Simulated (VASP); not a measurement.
```xyz
2
Lattice="3.6426 -1.9094 -0.0294 3.6426 1.9094 -0.0294 2.6673 0.0000 3.1307" Properties=species:S:1:pos:R:3 pbc="T T T"
As     2.2779     0.0000     0.7031
As     7.6746     0.0000     2.3688
```

Level of theory: optB86b-vdW, VASP's PBE PAW potentials (set 64) (plane waves; VASP). Numerical set-up: 520 eV cut-off, 13×13×13 Γ-centred mesh, tetrahedra with Blöchl corrections, potentials As.

Problem. Tabulate the total density of states (states/eV per cell) against energy (eV; zero at the valence-band maximum or, without a gap, the Fermi level).

Solution. 
(E (eV), DOS (states/eV)): (-9.98, 0.96); (-9.38, 0.65); (-8.90, 0.43); (-8.30, 0.27); (-7.70, 0.16); (-7.22, 0.10); (-6.62, 0.05); (-6.02, 0.48); (-5.54, 0.84); (-4.94, 0.83); (-4.34, 1.07); (-3.86, 1.41); (-3.26, 1.39); (-2.66, 1.47); (-2.18, 1.40); (-1.58, 1.05); (-0.98, 0.69); (-0.50, 0.39); (0.10, 0.05); (0.70, 1.04); (1.18, 1.53); (1.78, 1.33); (2.38, 1.85); (2.86, 1.04); (3.46, 1.17)
Within 2 eV below the Fermi level the largest weight inside VASP's projection spheres is As p.

The compound is As in the a7 structure. It was relaxed first.
